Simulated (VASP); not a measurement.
Here is a VASP 6.6.1 calculation.

INCAR

```
PREC = Normal
ENCUT = 520
EDIFF = 1E-4
ISMEAR = 0
SIGMA = 0.15
LREAL = F
LASPH = T
NELM = 60
ALGO = Fast
ISIF = 3
LWAVE = F
LCHARG = F
GGA = PE
IBRION = 2
NSW = 24
EDIFFG = -0.08
```

Contents of KPOINTS:

```
regular mesh
0
Gamma
  2 2 3
```

Contents of POSCAR:

```
Sb2Te4O
1.0
    7.1997869400      0.0000000000      0.0000000000
    0.0000000000      7.1997869400      0.0000000000
    0.0000000000      0.0000000000      4.2439633000
Sb Te O
2 4 1
Direct
    0.0000000000      0.5000000000      0.5000000000
    0.5000000000      0.0000000000      0.5000000000
    0.7657302000      0.7657302000      0.0000000000
    0.2342698000      0.2342698000      0.0000000000
    0.7657302000      0.2342698000      0.0000000000
    0.2342698000      0.7657302000      0.0000000000
    0.0000000000      0.0000000000      0.0000000000
```

Potentials or basis: VASP PAW PBE potentials, release 64 (Sb, Te, O).

Run with:

```bash
$ cat potpaw_PBE.64/Sb/POTCAR potpaw_PBE.64/Te/POTCAR potpaw_PBE.64/O/POTCAR > POTCAR
$ mpirun -np 2 vasp_std > vasp.out
```

Question: Estimate the band gap on the k mesh.

Answer: None (metal or under the smearing width).

Question: Estimate the relaxed volume.

Answer: 27.81 Å³/atom.

The path:
```
step  energy change (eV)  largest force (eV/Å)  pressure (GPa)  volume (Å³)
   1              0.0000                0.1207           -2.88       219.99
   2             -0.2600                1.0512            1.44       202.33
   3             -0.2664                0.9180            0.81       204.47
   4             -0.4235                0.7115            0.60       202.81
   5             -0.6258                0.7346           -0.20       199.25
   6             -0.1951                0.6585            2.62       191.03
   7             -0.6618                0.5509            0.18       197.48
   8             -0.7268                0.3163           -0.91       197.95
   9             -0.7386                0.0792           -0.65       197.83
  10             -0.7465                0.0427            0.43       193.15
  11             -0.7492                0.0556            0.28       194.65
```

Caveat: the k mesh is coarse (spacing up to 0.49 Å⁻¹), so the values aren't converged; the relaxation stopped at a loose force limit of 0.08 eV/Å, so its end isn't a converged minimum. Spin-orbit coupling is left out, which matters for the levels of Sb, Te.
